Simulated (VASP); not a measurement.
An input for Quantum ESPRESSO's pw.x (written as the equivalent of a VASP run, and not itself run):

```
&CONTROL
  calculation = 'scf'
  pseudo_dir = './pseudo'
  outdir = './out'
  tprnfor = .true.
  tstress = .true.
/
&SYSTEM
  ibrav = 0
  nat = 2
  ntyp = 2
  ecutwfc = 84
  occupations = 'tetrahedra'
  input_dft = 'pbe'
  vdw_corr = 'grimme-d3'
  dftd3_version = 3
  dftd3_threebody = .false.
/
&ELECTRONS
  conv_thr = 7.3e-09
  electron_maxstep = 100
/
ATOMIC_SPECIES
  Ca 40.078 Ca.upf
  O 15.999 O.upf
CELL_PARAMETERS angstrom
     0.0000000    2.4004354    2.4004354
     2.4004354   -0.0000000    2.4004354
     2.4004354    2.4004354    0.0000000
ATOMIC_POSITIONS crystal
  Ca   0.0000000  0.0000000  0.0000000
  O    0.5000000  0.5000000  0.5000000
K_POINTS automatic
  11 11 11 0 0 0
```

Question: Translate this input to VASP (INCAR, KPOINTS, POSCAR, choice of POTCAR).

Answer: Several could match; the one computed here: 
POSCAR:
```
CaO
1
    0.0000000000     2.4004354317     2.4004354317
    2.4004354317    -0.0000000000     2.4004354317
    2.4004354317     2.4004354317     0.0000000000
Ca O
1 1
Direct
  0.0000000000   0.0000000000   0.0000000000
  0.5000000000   0.5000000000   0.5000000000
```

File KPOINTS:
```
Automatic mesh
0
Gamma
11 11 11
0 0 0
```

**INCAR**
```
ALGO = Normal
EDIFF = 1E-7
ENCUT = 520
GGA = PE
ISIF = 2
ISMEAR = -5
IVDW = 11
LASPH = .TRUE.
LCHARG = .TRUE.
LORBIT = 11
LREAL = .FALSE.
LWAVE = .FALSE.
NEDOS = 601
NELM = 100
PREC = Accurate
SYSTEM = CaO
```

POTCAR, in this order: Ca_sv O (PBE.64 set). Program: vasp_std.

What does not carry over: the potentials are each code's own (VASP's PAW set, PseudoDojo norm-conserving files in pw.x), so ENCUT and ecutwfc are chosen apart and not converted; conv_thr bounds pw.x's estimated SCF error, while EDIFF bounds the energy change between steps.

The compound is CaO in the rock salt structure. It was relaxed first.
